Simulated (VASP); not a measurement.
Here is the system:

```xyz
2
Lattice="2.9133 0.0000 0.0000 0.0000 2.9133 0.0000 0.0000 0.0000 3.6282" Properties=species:S:1:pos:R:3 pbc="T T T"
Cu     0.0000     0.0000     0.0000
Au     1.4567     1.4567     1.8141
```

Method: TPSS meta-GGA, VASP's PBE PAW potentials (set 64) (plane waves; VASP 6.6.1). Run with 520 eV cut-off, 13×13×10 Γ-centred mesh, first-order Methfessel-Paxton smearing of 0.10 eV, potentials Cu Au.

Unless said otherwise, spin-orbit coupling is left out, though it shifts the bands of the heavy elements here.

Predict the energy per atom (σ→0), pressure, band gap (on the k-mesh) with the smallest direct gap where there is one.

| Property | Result |
|---|---|
| band gap (on the k-mesh) | none (metal, semimetal or under 0.01 eV) |
| energy per atom (σ→0) | -7.614 eV/atom |
| pressure | -7.88 GPa |

Total energies compare only between runs with the same potentials, cut-off and functional.

The compound is CuAu in the L1_0 structure. This cell is one point of a volume scan, at 1.06 of the reference volume.
